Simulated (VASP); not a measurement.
Input:

```xyz
1
Lattice="0.0000 2.0458 2.0458 2.0458 0.0000 2.0458 2.0458 2.0458 0.0000" Properties=species:S:1:pos:R:3 pbc="T T T"
Au     0.0000     0.0000     0.0000
```

Computed with LDA (Ceperley-Alder, Perdew-Zunger), VASP's LDA PAW potentials (set 64) (plane waves; VASP). Run with 520 eV cut-off, 15×15×15 Γ-centred mesh, first-order Methfessel-Paxton smearing of 0.10 eV, potentials Au.

### Question
Give the stress tensor in GPa (positive for a compressed cell).

### Answer

```
-5.42   0.00   0.00
 0.00  -5.42   0.00
 0.00   0.00  -5.42
```
The pressure is its mean diagonal, -5.42 GPa.

The compound is Au in the fcc structure. This cell is one point of a volume scan, at 1.03 of the reference volume.
